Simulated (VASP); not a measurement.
Given:

```
AgI
1.0
    2.30758    -3.99685     0.00000
    2.30758     3.99685     0.00000
    0.00000     0.00000     7.54425
Ag I
2 2
Direct
  0.66667   0.33333   0.50009
  0.33333   0.66667   0.00009
  0.66667   0.33333   0.87491
  0.33333   0.66667   0.37491
```

All values below come from optB86b-vdW, VASP's PBE PAW potentials (set 64) (plane waves; VASP). Settings: 520 eV cut-off, Gaussian smearing of 0.050 eV, potentials Ag I.

Unless said otherwise, spin-orbit coupling is left out, though it shifts the bands of the heavy elements here.

Problem. Give the energies of bands 8 to 21 at the high-symmetry points, in eV from the valence-band maximum.

Solution. 
| band | Γ | M | K | A | L | H |
|---|---|---|---|---|---|---|
| 8 | -3.96 | -3.65 | -3.70 | -4.04 | -3.77 | -3.69 |
| 9 | -3.07 | -3.05 | -3.09 | -3.02 | -2.98 | -3.08 |
| 10 | -3.07 | -3.00 | -3.09 | -3.02 | -2.98 | -3.08 |
| 11 | -2.98 | -2.95 | -3.08 | -3.02 | -2.89 | -2.84 |
| 12 | -2.98 | -2.94 | -3.06 | -3.02 | -2.89 | -2.84 |
| 13 | -2.89 | -2.70 | -2.58 | -1.68 | -2.77 | -2.73 |
| 14 | -0.70 | -2.58 | -2.58 | -1.68 | -2.77 | -2.73 |
| 15 | -0.70 | -2.16 | -2.52 | -0.36 | -1.22 | -1.90 |
| 16 | -0.07 | -1.75 | -1.50 | -0.36 | -1.22 | -1.90 |
| 17 | 0.00 | -1.02 | -1.50 | -0.36 | -1.21 | -1.10 |
| 18 | 0.00 | -0.70 | -1.29 | -0.36 | -1.21 | -1.10 |
| 19 | 1.26 | 3.26 | 4.34 | 2.57 | 3.19 | 3.87 |
| 20 | 2.57 | 3.53 | 4.42 | 2.57 | 3.19 | 3.87 |
| 21 | 5.74 | 4.75 | 4.42 | 5.58 | 4.84 | 5.61 |

The gap is direct, 1.26 eV, from the valence maximum at Γ to the conduction minimum at Γ.

The compound is AgI in the wurtzite structure. It was relaxed first.
